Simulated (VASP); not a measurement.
NaH12ClO6: single point with PBE+D3(BJ)

NaH12ClO6:

```xyz
20
Lattice="6.2692 0.0000 0.0000 0.0000 6.2692 0.0000 0.0000 0.0000 6.2692" Properties=species:S:1:pos:R:3 pbc="T T T"
O     3.0176   -0.0248    4.7207
O     3.9576    3.1869    5.0795
O     2.6732    3.5430    1.3282
O     0.8638    1.7594    5.7877
O     6.8762    6.0650    2.2060
O     5.8620    4.9232   -0.5974
H     3.9893   -0.1719    4.6880
H     2.9984    0.9327    4.5891
H     3.1339    3.5245    4.5865
H     4.5916    2.8867    4.2927
H     3.2924    3.1083    0.7524
H     2.2552    2.8555    1.8458
H     0.4847    2.0824    4.9271
H     0.1309    2.0030    6.4439
H     6.4032    6.8894    2.4616
H     6.6959    5.4277    2.8806
H     5.4835    4.9570    0.3217
H     5.2690    4.3406   -1.1481
Na    1.4794    5.6207    6.4394
Cl    5.8774    2.9091    2.7065
```

The cell was built by a generator and needn't be a form met in nature.

- Program: VASP 6.6.1
- Task: single point
- Functional: PBE
- Dispersion: D3(BJ)
- Potentials or basis: VASP PAW PBE potentials, release 64 (O, H, Na_pv, Cl)
- Cutoff: 520 eV
- k mesh: 1 × 1 × 1
- Occupations: fermi-dirac, width 0.02 eV
- Spin: no spin polarisation

```json
{
 "Pressure": "-0.8 GPa",
 "Largest force": "2.315 eV/Å",
 "Band gap on the k mesh": "3.88 eV, direct",
 "Dispersion energy per atom": "-0.044 eV"
}
```

Forces in eV/Å, atoms in the order of the input:
```
O    0.764 -0.128 -0.020
O   -0.505 -0.282 -2.241
O   -0.413  1.429  0.313
O   -1.518  0.341  0.396
O    0.087  1.380 -1.013
O   -0.586  0.233  0.253
H   -0.263 -0.364  0.162
H   -0.466  0.438  0.075
H    1.431 -0.521  0.798
H   -0.967  0.420  0.750
H    0.768 -0.556 -0.778
H   -0.564 -0.439  0.303
H    0.326 -0.230  0.311
H    1.251 -0.200 -0.769
H    0.220 -0.028 -0.023
H   -0.201 -1.129  0.961
H    0.020 -0.321 -0.922
H    0.095  0.213  0.930
Na   0.702  0.094  0.049
Cl  -0.179 -0.350  0.466
```

Stress tensor (GPa, compression positive):
```
-0.67  1.22  0.06
 1.22  0.83  0.17
 0.06  0.17 -2.65
```

Levels at points of the mesh, in eV from the valence-band top:
| k point | band 27 | band 28 | band 29 | band 30 | band 31 | band 32 | band 33 | band 34 | band 35 | band 36 |
| --- | --- | --- | --- | --- | --- | --- | --- | --- | --- | --- |
| (0.00, 0.00, 0.00) | -0.91 | -0.58 | -0.33 | -0.14 | 0.00 | 3.88 | 6.70 | 7.24 | 7.62 | 7.94 |

Run time: 16 s on 1 thread of Intel(R) Xeon(R) 6975P-C (Granite Rapids) (shared host), peak memory 0.32 GiB.

PBE gaps usually lie below the measured ones, often by a third to a half.
